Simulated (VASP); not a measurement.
## GePt2 (space group P-62m): computed properties

All values below come from r2SCAN meta-GGA, VASP's PBE PAW potentials (set 64) (plane waves; VASP).

```yaml
space_group: P-62m (189)
cell: a = b = 6.7247 Å, c = 3.5582 Å, α = β = 90.00°, γ = 120.00°
volume_per_atom: 15.48 Å³/atom
band gap (over mesh and band path): none (metal, semimetal or under 0.01 eV)
density: 16.54 g/cm³
```

Pt$_{2}$Ge is modelled in the hexagonal space group P-62m (No. 189), Pearson symbol hP9. Conventional cell: a = b = 6.7247 Å, c = 3.5582 Å, α = β = 90.00°, γ = 120.00°. Ge1 on 2c has 3 Pt at 2.429 Å and 6 Pt at 2.757 Å. Ge2 on 1b is surrounded by 9 Pt at 2.546–2.604 Å. Pt1 on 3g is surrounded by 1 Ge at 2.546 Å and 4 Ge at 2.757 Å and 2 Pt at 2.889 Å. Pt2 on 3f is coordinated by 2 Ge at 2.429 Å and 2 Ge at 2.604 Å and 2 Pt at 2.889 Å. (Neighbours: up to the widest gap in distance over summed covalent radii, below 1.35, at either atom; cation-cation and far metal-metal contacts left out.)

Unless said otherwise, spin-orbit coupling is left out, though it shifts the bands of the heavy elements here.

The structure comes from a computed database's GePt2 entry (P-62m); how it stands against other phases isn't given here. It was relaxed first. Symmetry was kept, so distortions that lower it aren't found.
